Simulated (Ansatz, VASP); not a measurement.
## Cross-check of Zn21H54S20 (H-capped ZnS nanowire along [111]) between VASP and Ansatz

Wanted: the spread between two codes on one cell, functional and k mesh. Of the first pair: The structure shown is the start of the Ansatz relaxation below; VASP solves that cell, so the two are compared at the walk's first step.

Method: plane waves, with VASP 6.6.1 beside it; single point at PBE, in Ansatz 0.2.0.

### 1. The structure

The cell holds 95 atoms: 21 Zn, 20 S and 54 H. Cell: a = 15.356 Å, b = 16.141 Å, c = 28.106 Å, α = 90.0°, β = 90.0°, γ = 90.0°. It derives from ZnS (zinc-blende). As first built, before any earlier steps moved the atoms (in the runner's words): round section of size parameter 3.53 A cut from zinc-blende ZnS (a = 5.409 A) along [111], 3 periods, broken bonds capped with H. Vacuum lies along a and b. The structure's axis is c. Nearest the centre at fractional (0.499, 0.506, 0.741): Zn20 at 2.33 Å, Zn13 at 2.33 Å, Zn12 at 2.34 Å, Zn11 at 2.43 Å, H90 at 3.50 Å, H67 at 3.50 Å, H69 at 3.50 Å, H61 at 3.70 Å.

### 2. Ansatz: relaxation, PBE

Ansatz runs on its default PAW (the set named soft_2) files.

The two programs are compared at the cell with which this relaxation starts, whose forces are those of its first step.

input.yaml

```yaml
crystal:
  lattice:
    - [15.35588, 0.0, 0.0]
    - [0.0, 16.14115, 0.0]
    - [0.0, 0.0, 28.10599]
  atoms:
    - { symbol: Zn, position: [0.49958, 0.50606, 0.98734] }
    - { symbol: S, position: [0.49966, 0.50599, 0.07405] }
[... 6 atom lines left out ...]
    - { symbol: Zn, position: [0.542, 0.34898, 0.21656] }
    - { symbol: S, position: [0.51263, 0.36692, 0.29812] }
    - { symbol: Zn, position: [0.4998, 0.50602, 0.32079] }
    - { symbol: S, position: [0.49979, 0.50599, 0.4074] }
    - { symbol: Zn, position: [0.51826, 0.64187, 0.43426] }
    - { symbol: S, position: [0.51118, 0.63175, 0.51812] }
    - { symbol: Zn, position: [0.36697, 0.45316, 0.43427] }
[... 3 atom lines left out ...]
    - { symbol: Zn, position: [0.48221, 0.34483, 0.54934] }
    - { symbol: S, position: [0.46434, 0.37041, 0.6313] }
    - { symbol: Zn, position: [0.49951, 0.50608, 0.65389] }
[... 6 atom lines left out ...]
    - { symbol: Zn, position: [0.45394, 0.34991, 0.88303] }
    - { symbol: S, position: [0.48703, 0.36719, 0.96418] }
    - { symbol: Zn, position: [0.63872, 0.47091, 0.10107] }
    - { symbol: S, position: [0.62793, 0.47437, 0.18497] }
    - { symbol: Zn, position: [0.62157, 0.61928, 0.21657] }
    - { symbol: S, position: [0.62006, 0.586, 0.29809] }
    - { symbol: Zn, position: [0.61407, 0.42278, 0.4343] }
    - { symbol: S, position: [0.60836, 0.43373, 0.51819] }
[... 2 atom lines left out ...]
    - { symbol: Zn, position: [0.59188, 0.40123, 0.76736] }
    - { symbol: S, position: [0.58996, 0.41405, 0.85119] }
    - { symbol: Zn, position: [0.66445, 0.54665, 0.88299] }
    - { symbol: S, position: [0.6322, 0.56515, 0.96414] }
[... 14 atom lines left out ...]
    - { symbol: H, position: [0.52092, 0.71299, 0.52864] }
[... 2 atom lines left out ...]
    - { symbol: H, position: [0.30068, 0.42001, 0.52864] }
[... 1 atom line left out ...]
    - { symbol: H, position: [0.35985, 0.69268, 0.74295] }
    - { symbol: H, position: [0.32222, 0.56215, 0.64717] }
    - { symbol: H, position: [0.48351, 0.25993, 0.52385] }
    - { symbol: H, position: [0.39986, 0.29751, 0.74303] }
    - { symbol: H, position: [0.53722, 0.33212, 0.64721] }
    - { symbol: H, position: [0.3497, 0.69624, 0.76913] }
    - { symbol: H, position: [0.58379, 0.7076, 0.73783] }
    - { symbol: H, position: [0.56184, 0.70521, 0.8617] }
    - { symbol: H, position: [0.27376, 0.47493, 0.73781] }
    - { symbol: H, position: [0.40155, 0.28739, 0.76922] }
    - { symbol: H, position: [0.28711, 0.45787, 0.86164] }
    - { symbol: H, position: [0.32893, 0.69162, 0.85811] }
[... 2 atom lines left out ...]
    - { symbol: H, position: [0.41603, 0.27242, 0.85819] }
[... 10 atom lines left out ...]
    - { symbol: H, position: [0.67739, 0.38504, 0.52874] }
[... 1 atom line left out ...]
    - { symbol: H, position: [0.63922, 0.62409, 0.64726] }
    - { symbol: H, position: [0.73925, 0.52786, 0.74311] }
    - { symbol: H, position: [0.64058, 0.33585, 0.73786] }
    - { symbol: H, position: [0.74748, 0.5344, 0.76931] }
    - { symbol: H, position: [0.64962, 0.35518, 0.86169] }
    - { symbol: H, position: [0.75404, 0.55379, 0.85821] }
[... 1 atom line left out ...]
    - { symbol: H, position: [0.68699, 0.5084, 0.98326] }
kpoints:
  mp_grid: { grid: [1, 1, 1] }
hamiltonian:
  xc: pbe
scf:
  occupations: { method: fermi_dirac, width: 0.025 }
output:
  forces: true
  eigenvalues: true
relax:
  f_tol: 0.05
  max_steps: 90
```

Command:

```bash
ansatz run input.yaml --threads 8 --pin off --max-ram 31232MiB --backend cpu --events-out ev --progress --plain --runs-dir out
```

Numbers of over 12 decimals in the logs are rounded to 6 here.

Log:

```text
Engine: ansatz 0.2.0, aarch64-unknown-linux-gnu
Pseudopotentials: kind: paw
Pseudopotential: Zn, paw, valence charge 12, recommended cutoff 420 eV (normal), Zn.paw.azcp
Pseudopotential: S, paw, valence charge 6, recommended cutoff 420 eV (normal), S.paw.azcp
Pseudopotential: H, paw, valence charge 1, recommended cutoff 420 eV (normal), H.paw.azcp
Functional definition: PBE
  parameter kappa = 0.804
  parameter beta = 0.066725
  exchange = pbe_x(kappa = kappa, mu = beta*pi^2/3)
  correlation = pbe_c(beta = beta)
Crystal: 95 atoms, lattice volume = 6966.395 Å³
Basis set: ecut = 420 eV, 136067 PW (Γ), exchange–correlation on 216×216×384 points (8 copies of the dense FFT grid, shifted against one another)
Bands: 308, of which v1, the nominal top of the filled ones, is band 213 counted from 1 (212 counted from 0)
Symmetry: 1 space group operations
Space group: P1 (ITA 1), of the structure as read, at distance tolerance 1.9e-4 Å
k-points: 1
Non-local potential: Zn, projectors of the file, l = 0: 2, l = 1: 2, l = 2: 3, l = 3: 1
Non-local potential: S, projectors of the file, l = 0: 2, l = 1: 2, l = 2: 2
Non-local potential: H, projectors of the file, l = 0: 2, l = 1: 1
PAW form: soft (Blöchl's): semilocal exchange-correlation on the pseudo side does not see the compensation charge
PAW one-centre angular grid: Zn, 590 points (default); XC on 64 Gauss nodes
PAW one-centre angular grid: S, 110 points (default); XC on 64 Gauss nodes
PAW one-centre angular grid: H, 110 points (default); XC on 64 Gauss nodes
Initial density: superposition of atomic densities (neutral atoms: chi_scale 0, normalization atom), corrected by the library's trained network
Initial wavefunctions: pseudopotential atomic-orbital guess
Functional: x = pbe(κ = 0.804, μ = 0.219515), c = pbe(β = 0.066725)
SCF iter   1: F=—  HF=-88606.371460 eV  |F-HF|=—  |Δ(HF+E_count)|=         —  Δρ=1.65e-3  dr2=3.80e-1  ethr=1.77e-3  ⟨swp⟩=8.0  Hψ=1679  notcnv=0  defer=51
preconditioner: auto → Resta (q_TF=auto, 1.712 Å⁻¹)  ε∞=1.8  [insulator: Δε(μ)=2.071 eV  Ē_g=10.503 eV  σ=0.025 eV  W_gap=1.00  n_scr=606 (ndim 8)  ℏωp=9.2 eV  f_vac=0.739  D(μ)=0.00/eV (n_scr^D=0)  ε∞_Penn≈1.8  vacuum switching on, ρ_ref=8.0e-3 e/Å³]
SCF iter   2: F=—  HF=-88606.301431 eV  |F-HF|=—  |Δ(HF+E_count)|=   7.00e-2  Δρ=6.15e-4  dr2=5.89e-2  ethr=8.92e-5  ⟨swp⟩=3.0  Hψ=522  notcnv=0  defer=90
SCF iter   3: F=—  HF=-88606.305077 eV  |F-HF|=—  |Δ(HF+E_count)|=   3.65e-3  Δρ=4.96e-4  dr2=1.68e-2  ethr=1.38e-5  ⟨swp⟩=2.0  Hψ=416  notcnv=0  defer=90
SCF iter   4: F=—  HF=-88606.309676 eV  |F-HF|=—  |Δ(HF+E_count)|=   4.60e-3  Δρ=1.87e-4  dr2=2.02e-3  ethr=3.94e-6  ⟨swp⟩=2.0  Hψ=416  notcnv=0  defer=90
SCF iter   5: F=—  HF=-88606.309532 eV  |F-HF|=—  |Δ(HF+E_count)|=   1.44e-4  Δρ=5.61e-5  dr2=1.97e-4  ethr=4.75e-7  ⟨swp⟩=2.0  Hψ=501  notcnv=0  defer=90
SCF iter   6: F=-88606.309607 eV  HF=-88606.309599 eV  |F-HF|=8.22e-6  |Δ(HF+E_count)|=   6.66e-5  Δρ=1.36e-5  dr2=1.21e-5  ethr=1.47e-8  ⟨swp⟩=20.0  Hψ=2202  notcnv=0
SCF 1 converged in 6 iterations: F = -88606.309607 eV  dr2 = 1.21e-5
  greatest PAW one-centre occupation: 0.986 electrons in one spin orbital (limit 2), on the Zn atom at site 23 (counted from 0), in its partial waves of l = 2
relax step   1: F+E_penalty+E_count = -88606.30960673 eV  Δ(F+E_penalty+E_count) = +0.000e0 eV  max|allowed force component| = 7.299e-1 eV/Å  Δτ_max = 0.0000 Å  (6 SCF iters, dr2 threshold 6.25e-5 eV, accepted)
Initial density: handed on by an earlier stage of this run
Initial wavefunctions: those handed on with the density
iter 1 solved again at ethr=6.17e-5 eV; its pass at ethr=3.10e-3 eV (dr2=2.63e-1 eV) is discarded
SCF iter   1: F=—  HF=-88606.798191 eV  |F-HF|=—  |Δ(HF+E_count)|=         —  Δρ=2.13e-3  dr2=2.68e-1  ethr=6.17e-5  ⟨swp⟩=1.0  Hψ=1162  notcnv=0  defer=90
preconditioner: auto → Resta (q_TF=auto, 1.712 Å⁻¹)  ε∞=1.8  [insulator: Δε(μ)=2.308 eV  Ē_g=10.579 eV  σ=0.025 eV  W_gap=1.00  n_scr=606 (ndim 8)  ℏωp=9.2 eV  f_vac=0.742  D(μ)=0.00/eV (n_scr^D=0)  ε∞_Penn≈1.8  vacuum switching on, ρ_ref=8.1e-3 e/Å³]
SCF iter   2: F=—  HF=-88606.743820 eV  |F-HF|=—  |Δ(HF+E_count)|=   5.44e-2  Δρ=1.04e-3  dr2=5.03e-2  ethr=6.17e-5  ⟨swp⟩=3.0  Hψ=413  notcnv=0  defer=90
SCF iter   3: F=—  HF=-88606.742120 eV  |F-HF|=—  |Δ(HF+E_count)|=   1.70e-3  Δρ=4.85e-4  dr2=1.52e-2  ethr=1.18e-5  ⟨swp⟩=2.0  Hψ=432  notcnv=0  defer=90
SCF iter   4: F=—  HF=-88606.737857 eV  |F-HF|=—  |Δ(HF+E_count)|=   4.26e-3  Δρ=1.06e-4  dr2=5.69e-4  ethr=3.56e-6  ⟨swp⟩=2.0  Hψ=500  notcnv=0  defer=89
SCF iter   5: F=—  HF=-88606.737912 eV  |F-HF|=—  |Δ(HF+E_count)|=   5.49e-5  Δρ=3.17e-5  dr2=9.84e-5  ethr=1.34e-7  ⟨swp⟩=2.0  Hψ=544  notcnv=0  defer=89
SCF iter   6: F=-88606.737922 eV  HF=-88606.737919 eV  |F-HF|=3.76e-6  |Δ(HF+E_count)|=   6.56e-6  Δρ=9.08e-6  dr2=6.53e-6  ethr=7.82e-9  ⟨swp⟩=16.0  Hψ=1883  notcnv=0
[...]
--- Relaxed structure (11 steps of the walk, 11 accepted, 0 SCFs on fresh bases) ---
  F+E_penalty+E_count = -88607.84497658 eV   max|allowed force component| = 7.576e-3 eV/Å
  atoms:
    - { symbol: Zn, position: [0.499576, 0.506056, 0.984958] }
    - { symbol: S, position: [0.499618, 0.506001, 0.073072] }
    - { symbol: Zn, position: [0.462742, 0.637357, 0.100651] }
    - { symbol: S, position: [0.464556, 0.627057, 0.185249] }
    - { symbol: Zn, position: [0.398536, 0.409947, 0.100631] }
    - { symbol: S, position: [0.407036, 0.416534, 0.185241] }
    - { symbol: Zn, position: [0.336898, 0.549541, 0.216821] }
    - { symbol: S, position: [0.366546, 0.564354, 0.299120] }
    - { symbol: Zn, position: [0.541521, 0.350089, 0.216748] }
    - { symbol: S, position: [0.513313, 0.367047, 0.299074] }
    - { symbol: Zn, position: [0.499803, 0.506006, 0.320971] }
    - { symbol: S, position: [0.499775, 0.505992, 0.408989] }
    - { symbol: Zn, position: [0.517873, 0.641131, 0.436154] }
    - { symbol: S, position: [0.511905, 0.631405, 0.520819] }
    - { symbol: Zn, position: [0.367735, 0.453362, 0.436148] }
    - { symbol: S, position: [0.379517, 0.453393, 0.520810] }
    - { symbol: Zn, position: [0.362159, 0.601869, 0.551505] }
    - { symbol: S, position: [0.393494, 0.604166, 0.634466] }
    - { symbol: Zn, position: [0.481243, 0.344905, 0.551556] }
    - { symbol: S, position: [0.463353, 0.369726, 0.634518] }
    - { symbol: Zn, position: [0.499485, 0.506128, 0.643344] }
    - { symbol: Zn, position: [0.533955, 0.593709, 0.763607] }
    - { symbol: S, position: [0.536484, 0.624286, 0.848007] }
    - { symbol: Zn, position: [0.402594, 0.490538, 0.763569] }
    - { symbol: S, position: [0.373447, 0.477282, 0.847978] }
    - { symbol: Zn, position: [0.381192, 0.620000, 0.880870] }
    - { symbol: S, position: [0.379628, 0.586094, 0.962801] }
    - { symbol: Zn, position: [0.454930, 0.351610, 0.880808] }
    - { symbol: S, position: [0.486610, 0.367215, 0.962762] }
    - { symbol: Zn, position: [0.637631, 0.470636, 0.100592] }
    - { symbol: S, position: [0.627491, 0.474287, 0.185199] }
    - { symbol: Zn, position: [0.620791, 0.618338, 0.216767] }
    - { symbol: S, position: [0.619558, 0.586540, 0.299059] }
    - { symbol: Zn, position: [0.613644, 0.423526, 0.436194] }
    - { symbol: S, position: [0.607615, 0.433290, 0.520867] }
    - { symbol: Zn, position: [0.655503, 0.571491, 0.551567] }
    - { symbol: S, position: [0.641761, 0.544424, 0.634523] }
    - { symbol: Zn, position: [0.562141, 0.433945, 0.763556] }
    - { symbol: S, position: [0.588755, 0.416533, 0.847983] }
    - { symbol: Zn, position: [0.662480, 0.546553, 0.880842] }
    - { symbol: S, position: [0.632429, 0.564827, 0.962786] }
    - { symbol: H, position: [0.441336, 0.716841, 0.073017] }
    - { symbol: H, position: [0.675748, 0.672605, 0.101880] }
    - { symbol: H, position: [0.443511, 0.706484, 0.195350] }
    - { symbol: H, position: [0.336797, 0.352518, 0.073080] }
    - { symbol: H, position: [0.259621, 0.567378, 0.101985] }
    - { symbol: H, position: [0.345316, 0.359424, 0.195340] }
    - { symbol: H, position: [0.246884, 0.560900, 0.193042] }
    - { symbol: H, position: [0.312930, 0.504455, 0.315856] }
    - { symbol: H, position: [0.318021, 0.653764, 0.410436] }
    - { symbol: H, position: [0.575800, 0.270111, 0.192946] }
    - { symbol: H, position: [0.594681, 0.352829, 0.315764] }
    - { symbol: H, position: [0.456257, 0.281956, 0.410495] }
    - { symbol: H, position: [0.533206, 0.721693, 0.408395] }
    - { symbol: H, position: [0.307140, 0.656626, 0.436550] }
    - { symbol: H, position: [0.521922, 0.712707, 0.531099] }
    - { symbol: H, position: [0.459019, 0.271642, 0.436621] }
    - { symbol: H, position: [0.286737, 0.425553, 0.408424] }
    - { symbol: H, position: [0.300493, 0.421018, 0.531096] }
    - { symbol: H, position: [0.283950, 0.643833, 0.526760] }
    - { symbol: H, position: [0.372667, 0.678189, 0.747051] }
    - { symbol: H, position: [0.326516, 0.557276, 0.650725] }
    - { symbol: H, position: [0.482047, 0.259270, 0.527027] }
    - { symbol: H, position: [0.406039, 0.314818, 0.746935] }
    - { symbol: H, position: [0.539536, 0.338120, 0.650849] }
[...]
- { symbol: H, position: [0.632562, 0.623016, 0.650839] }
    - { symbol: H, position: [0.720505, 0.524469, 0.746954] }
    - { symbol: H, position: [0.606817, 0.372017, 0.728642] }
    - { symbol: H, position: [0.730676, 0.533476, 0.772767] }
    - { symbol: H, position: [0.649609, 0.356037, 0.850148] }
    - { symbol: H, position: [0.753183, 0.555674, 0.857349] }
    - { symbol: H, position: [0.670319, 0.663828, 0.075692] }
    - { symbol: H, position: [0.686509, 0.506405, 0.980763] }
```

### 3. VASP: single point, PBE, start cell, pair 1

The same cell, functional, mesh and smearing now go to VASP, with its own data sets.

Lines of VASP's logs that name or quote its potential files are left out, and so is its time.

INCAR

```
SYSTEM = Zn21H54S20
PREC = Accurate
ENCUT = 400
EDIFF = 1E-06
NELM = 120
ISMEAR = -1
SIGMA = 0.025
LREAL = Auto
ALGO = Normal
GGA = PE
NBANDS = 280
LORBIT = 11
LWAVE = .FALSE.
LCHARG = .FALSE.
ISIF = 2
LASPH = .TRUE.
GGA_COMPAT = .FALSE.
EFERMI = MIDGAP
NCORE = 2
```

POSCAR

```
Zn21H54S20
1.0
   15.3558800000      0.0000000000      0.0000000000
    0.0000000000     16.1411500000      0.0000000000
    0.0000000000      0.0000000000     28.1059900000
Zn S H
21 20 54
Direct
    0.4995806167      0.5060605967      0.9873411326
    0.4621096284      0.6380772126      0.1011599307
[... 6 atom lines left out ...]
    0.3617116049      0.6010476329      0.5493099514
    0.4822126768      0.3448329270      0.5493384150
    0.4995089829      0.5060791827      0.6538890820
    0.5495875196      0.6344901076      0.7674093672
    0.3576870879      0.4820474378      0.7672599328
    0.3801019544      0.6215604217      0.8830893343
    0.4539368633      0.3499131103      0.8830288490
[... 3 atom lines left out ...]
    0.6550975913      0.5722702534      0.5493811106
    0.5918775088      0.4012291565      0.7673595557
    0.6644490580      0.5466525000      0.8829897114
[... 6 atom lines left out ...]
    0.5111787797      0.6317517649      0.5181208703
    0.3795484205      0.4525080307      0.5181386601
    0.3936407422      0.6028814552      0.6312711276
    0.4643367883      0.3704073130      0.6312995913
    0.5380284295      0.6266220189      0.8511993351
    0.3705811715      0.4774071240      0.8511103861
    0.3794898111      0.5859309900      0.9642606434
    0.4870316778      0.3671919287      0.9641788103
[... 2 atom lines left out ...]
    0.6083597944      0.4337299387      0.5181884716
    0.6406275642      0.5449116079      0.6313316129
    0.5899629328      0.4140473262      0.8511886612
    0.6322008247      0.5651518015      0.9641396727
[... 14 atom lines left out ...]
    0.5209209762      0.7129913296      0.5286417593
[... 2 atom lines left out ...]
    0.3006796094      0.4200072486      0.5286417593
[... 1 atom line left out ...]
    0.3598491262      0.6926829873      0.7429483893
    0.3222218460      0.5621470589      0.6471716527
    0.4835085974      0.2599319132      0.5238491866
    0.3998598582      0.2975128786      0.7430302224
    0.5372209212      0.3321200782      0.6472107903
    0.3497031756      0.6962391156      0.7691314200
    0.5837894018      0.7076013791      0.7378284842
    0.5618368990      0.7052099757      0.8616988763
    0.2737583258      0.4749289859      0.7378106944
    0.4015530207      0.2873896841      0.7692203690
    0.2871082608      0.4578670045      0.8616383910
    0.3289293743      0.6916173879      0.8581088942
[... 2 atom lines left out ...]
    0.4160295600      0.2724217296      0.8581907273
[... 10 atom lines left out ...]
    0.6773887267      0.3850407189      0.5287413822
[... 1 atom line left out ...]
    0.6392209369      0.6240881226      0.6472606017
    0.7392477670      0.5278620173      0.7431084975
    0.6405819790      0.3358496761      0.7378605059
    0.7474791415      0.5343981067      0.7693093180
    0.6496208618      0.3551791539      0.8616917604
    0.7540368901      0.5537895379      0.8582085171
[... 1 atom line left out ...]
    0.6869876555      0.5084024372      0.9832601520
```

KPOINTS

```
Automatic mesh
0
Gamma
1 1 1
0 0 0
```

PAW data sets: Zn, S and H (PBE family, release 64).

Command:

```bash
mpirun -np 8 vasp_gam
```

Log:

```text
[banner, memory and clock lines left out]
running    8 mpi-ranks, on    1 nodes
[...]
LDA part: xc-table for (Slater+PW92), standard interpolation
 POSCAR, INCAR and KPOINTS ok, starting setup
[...]
entering main loop
       N       E                     dE             d eps       ncg     rms          rms(c)
DAV:   1     0.271864447621E+04    0.27186E+04   -0.14297E+05   680   0.969E+02
DAV:   2     0.169576558870E+03   -0.25491E+04   -0.24846E+04   720   0.233E+02
DAV:   3    -0.300779431503E+03   -0.47036E+03   -0.46848E+03   728   0.954E+01
DAV:   4    -0.319587164405E+03   -0.18808E+02   -0.18730E+02   656   0.212E+01
[...]
DAV:  32    -0.296563479619E+03   -0.42546E-05   -0.17771E-07   440   0.639E-04    0.248E-04
DAV:  33    -0.296563480718E+03   -0.10990E-05   -0.32373E-08   472   0.464E-04    0.199E-04
DAV:  34    -0.296563481505E+03   -0.78650E-06   -0.15849E-08   432   0.344E-04
   1 F= -.29656348E+03 E0= -.29656348E+03  d E =-.792662E-17
```

Parts of OUTCAR (step 3):

```text
  FREE ENERGIE OF THE ION-ELECTRON SYSTEM (eV)
  ---------------------------------------------------
  free  energy   TOTEN  =      -296.5634815050 eV

  energy  without entropy=     -296.5634815050  energy(sigma->0) =     -296.56348150

[... 1 further part left out ...]
```

### 4. Differences

Known differences besides the potentials themselves: the cutoff is 420 eV in Ansatz and 400 eV in VASP (PREC = Accurate, projectors in real space). Total energies have different zeros and are not compared.

Forces on 10 of the 95 atoms, those with the largest forces and the largest differences (eV/Å; atoms numbered as in POSCAR):

```csv
atom,"Ansatz x, y, z","VASP x, y, z"
Zn11,"0.001, -0.002, 0.201","0.003, 0.004, 0.210"
Zn12,"-0.277, -0.683, -0.015","-0.282, -0.697, -0.026"
Zn13,"0.730, 0.121, -0.010","0.752, 0.126, -0.017"
Zn20,"-0.473, 0.580, -0.023","-0.488, 0.592, -0.033"
S30,"0.026, -0.026, 0.125","-0.016, -0.035, 0.156"
S31,"0.014, 0.035, 0.121","0.043, 0.003, 0.153"
S33,"0.050, 0.003, -0.018","0.007, -0.012, 0.009"
H67,"0.024, 0.010, -0.173","0.033, 0.030, -0.186"
H69,"-0.020, 0.005, -0.174","-0.042, 0.003, -0.188"
H90,"0.006, -0.024, -0.171","0.019, -0.042, -0.184"
```

The forces differ by 19 meV/Å r.m.s., which is 22.1 % of the r.m.s. force of 0.085 eV/Å (both taken over all components). With vacuum in the cell, a pressure given here is an average over mostly empty space and none of the material.

(Part 1 of 2 ends here.)

[Lines on the potential files, build, host, timing and source positions are cut from VASP's logs without a mark.]

[Logs are printed without paths, hosts, clocks, repeated set-up lines and the standing remarks that a program may print on its own settings, such as how far it seeks lower states.]

[Hosts, paths, dates, database ids (printed as entryN), source tags and the programs' standing remarks are cut or masked in the printed files.]
